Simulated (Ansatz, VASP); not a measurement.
# Si in two plane-wave programs, part 2 of 2

Wanted: the spread between two codes on one cell, functional and k mesh. The cell is taken from a series of runs on this material, whose earlier steps may have relaxed, scaled, displaced or heated it; both programs get it as it stands.

VASP 6.6.1 and Ansatz 0.2.0.

So far: The structure; Ansatz: relaxation of cell and atoms, r2SCAN, pair 1; VASP: relaxation of cell and atoms, r2SCAN, pair 1; Side by side.

This is not the structure that Si takes at ambient pressure and room temperature (diamond type); it is a model or a phase of other conditions.

## Step 5: Ansatz: relaxation of cell and atoms, r2SCAN, pair 2

Level of this step: Ansatz beside VASP: Kohn-Sham DFT, plane waves, r2SCAN (Ansatz).

The relaxed volume is the usual yardstick between codes: in a stiff, nearly cubic crystal its relative difference is about their pressure difference at one cell divided by the bulk modulus. This pair takes another cell of the material, with 8 atoms against 4 for the pair before.

The cell is taken from a series of runs on this material, whose earlier steps may have relaxed, scaled, displaced or heated it; both programs get it as it stands.

Input file input.yaml:

```yaml
crystal:
  lattice:
    - [3.84, 0.0, 0.0]
    - [-1.92, 3.32553755, 0.0]
    - [0.0, 0.0, 12.54138748]
  atoms:
    - { symbol: Si, position: [0.66666667, 0.33333333, 0.65625] }
    - { symbol: Si, position: [0.66666667, 0.33333333, 0.84375] }
    - { symbol: Si, position: [0.0, 0.0, 0.90625] }
    - { symbol: Si, position: [0.0, 0.0, 0.09375] }
    - { symbol: Si, position: [0.33333333, 0.66666667, 0.15625] }
    - { symbol: Si, position: [0.33333333, 0.66666667, 0.34375] }
    - { symbol: Si, position: [0.0, 0.0, 0.40625] }
    - { symbol: Si, position: [0.0, 0.0, 0.59375] }
kpoints:
  mp_grid: { grid: [10, 10, 3] }
scf:
  occupations: { method: fermi_dirac, width: 0.02 }
hamiltonian:
  xc: r2scan
  pseudopotentials: { kind: paw, azcp: { folder: soft_1 } }
basis:
  ecutwfc: 600
output:
  forces: true
  stress: true
relax:
  f_tol: 0.005
  max_steps: 70
  cell: { stress_tol: 0.02, p_target: 0 }
```

Started as:

```
$ ansatz run input.yaml --threads 4 --pin off --max-ram 10240MiB --backend cpu --events-out ev --progress --plain --runs-dir out
```

Numbers of over 12 decimals in the logs are rounded to 6 here.

Output:

```text
[...]
Crystal: 8 atoms, lattice volume = 160.154 Å³
Basis set: ecut = 600 eV, 5373 PW (Γ), exchange–correlation on 128×128×432 points (64 copies of the dense FFT grid, shifted against one another)
Bands: 24, of which v1, the nominal top of the filled ones, is band 16 counted from 1 (15 counted from 0)
Symmetry: 24 space group operations
[...]
k-points: 28 of 300
[...]
- [-1.920039, 3.325606, 0]
    - [0, 0, 12.622352]
  atoms:
    - { symbol: Si, position: [0.666667, 0.333333, 0.655928] }
    - { symbol: Si, position: [0.666667, 0.333333, 0.844072] }
    - { symbol: Si, position: [0, 0, 0.906798] }
    - { symbol: Si, position: [0, 0, 0.093202] }
    - { symbol: Si, position: [0.333333, 0.666667, 0.155928] }
    - { symbol: Si, position: [0.333333, 0.666667, 0.344072] }
    - { symbol: Si, position: [0, 0, 0.406798] }
    - { symbol: Si, position: [0, 0, 0.593202] }
[key lines of the parts left out:]
SCF converged after 5 iterations
Free energy (F): -5112.500027 eV
Fermi energy:    6.575945 eV
P = ⅓ Tr σ = 0.0016 GPa (0.016 kbar)
```

## Step 6: VASP: relaxation of cell and atoms, r2SCAN, pair 2

The same cell, functional, mesh and smearing now go to VASP, with its own data sets.

Input file INCAR:

```
SYSTEM = Si
PREC = Accurate
ENCUT = 550
EDIFF = 1E-07
NELM = 120
ISMEAR = -1
SIGMA = 0.02
LREAL = .FALSE.
ALGO = Normal
METAGGA = R2SCAN
LASPH = .TRUE.
NBANDS = 24
LORBIT = 11
LWAVE = .FALSE.
LCHARG = .FALSE.
ISIF = 3
IBRION = 2
NSW = 80
EDIFFG = -0.005
GGA_COMPAT = .FALSE.
NELMIN = 4
EFERMI = MIDGAP
LMIXTAU = .TRUE.
KPAR = 2
```

Input file POSCAR:

```
Si
1.0
    3.8400000000      0.0000000000      0.0000000000
   -1.9200000000      3.3255375500      0.0000000000
    0.0000000000      0.0000000000     12.5413874800
Si
8
Direct
    0.6666666567      0.3333333233      0.6562500000
    0.6666666567      0.3333333233      0.8437500000
    0.9999999900      0.9999999900      0.9062500000
    0.9999999900      0.9999999900      0.0937500000
    0.3333333233      0.6666666567      0.1562500000
    0.3333333233      0.6666666567      0.3437500000
    0.9999999900      0.9999999900      0.4062500000
    0.9999999900      0.9999999900      0.5937500000
```

Input file KPOINTS:

```
Automatic mesh
0
Gamma
10 10 3
0 0 0
```

PAW data sets: Si (PBE family, release 64).

Started as:

```
$ mpirun -np 2 vasp_std
```

Output:

```text
[banner, memory and clock lines left out]
running    2 mpi-ranks, on    1 nodes
[...]
[... a notice as in an earlier step ...]

 LDA part: xc-table for (None), standard interpolation
 POSCAR, INCAR and KPOINTS ok, starting setup
[...]
entering main loop
       N       E                     dE             d eps       ncg     rms          rms(c)
DAV:   1     0.412857571518E+02    0.41286E+02   -0.12725E+04  1344   0.117E+03
DAV:   2    -0.694356043441E+02   -0.11072E+03   -0.10289E+03  1744   0.161E+02
DAV:   3    -0.747357584605E+02   -0.53002E+01   -0.52239E+01  1784   0.331E+01
DAV:   4    -0.748293679374E+02   -0.93609E-01   -0.93330E-01  1704   0.545E+00
[...]
DAV:  20    -0.701586667264E+02   -0.91764E-06   -0.11034E-07  1056   0.264E-03    0.187E-03
DAV:  21    -0.701586681253E+02   -0.13989E-05   -0.15716E-07  1104   0.346E-03    0.107E-03
DAV:  22    -0.701586681730E+02   -0.47674E-07   -0.26705E-08   936   0.152E-03
   1 F= -.70158668E+02 E0= -.70158668E+02  d E =-.701587E+02
[... from here on, the cycles between the ionic steps are left out ...]
   2 F= -.70162371E+02 E0= -.70162371E+02  d E =-.370236E-02
   3 F= -.70163524E+02 E0= -.70163524E+02  d E =-.485568E-02
   4 F= -.70164360E+02 E0= -.70164360E+02  d E =-.835677E-03
   5 F= -.70164361E+02 E0= -.70164361E+02  d E =-.836751E-03
   6 F= -.70164378E+02 E0= -.70164378E+02  d E =-.173463E-04
   7 F= -.70164381E+02 E0= -.70164381E+02  d E =-.199475E-04
[...]
reached required accuracy - stopping structural energy minimisation
```

From OUTCAR (step 6):

```text
  Total        0.0070251      0.0070251      0.0143994      0.0000000      0.0000000     -0.0000000
  in kB        0.0699896      0.0699896      0.1434579      0.0000000      0.0000000     -0.0000000
  external PRESSURE =       0.0944790 kB  Pullay stress =       0.0000000 kB

 POSITION                                       TOTAL-FORCE (eV/Angst)
 -----------------------------------------------------------------------------------
      1.91862      1.10771      8.27191        -0.000000     -0.000000      0.004550
      1.91862      1.10771     10.64517        -0.000000     -0.000000     -0.004550
      1.91862      3.32314     11.43591         0.000000      0.000000      0.000147
      1.91862      3.32314      1.17548        -0.000000     -0.000000     -0.000147
     -0.00000      2.21543      1.96622         0.000000      0.000000      0.004550
     -0.00000      2.21543      4.33948         0.000000      0.000000     -0.004550
      1.91862      3.32314      5.13022        -0.000000     -0.000000      0.000147
      1.91862      3.32314      7.48117         0.000000      0.000000     -0.000147
 -----------------------------------------------------------------------------------
    total drift:                                0.000007      0.000012     -0.000000

  FREE ENERGIE OF THE ION-ELECTRON SYSTEM (eV)
  ---------------------------------------------------
  free  energy   TOTEN  =       -70.1643805558 eV

  energy  without entropy=      -70.1643805557  energy(sigma->0) =      -70.16438056

[... 1 part as in an earlier step ...]

[... 3 further parts left out ...]
[key lines of the parts left out:]
E-fermi :   6.2057
```

## Step 7: Side by side

Compared:

```
                                         quantity  Ansatz    VASP  difference
                                      volume (Å³)  161.19  160.82     +0.24 %
edge a after relaxation, in the typed setting (Å)   3.840   3.837     +0.08 %
edge c after relaxation, in the typed setting (Å)  12.622  12.611     +0.09 %
```

## Step 8: What came out

```
difference in volume (relaxation of cell and atoms, r2SCAN, pair 1) : 0.23 %
difference in volume (relaxation of cell and atoms, r2SCAN, pair 2) : 0.24 %
```

**Reading.** The difference in volume is 0.24 % (relaxation of cell and atoms, r2SCAN, pair 2), within the 1.2 % picked in this series as the mark of a large difference, as far as the stopping tolerances let one tell. VASP runs on this material, other cells of it included, that failed, so that no pair exists: relaxation of cell and atoms, r2SCAN (timeout). How closely two codes agree says nothing of how well the functional describes the real material.

[Lines on the potential files, build, host, timing and source positions are cut from VASP's logs without a mark.]

[Logs are printed without paths, hosts, clocks, repeated set-up lines and the standing remarks that a program may print on its own settings, such as how far it seeks lower states.]

[Hosts, paths, dates, database ids (printed as entryN), source tags and the programs' standing remarks are cut or masked in the printed files.]
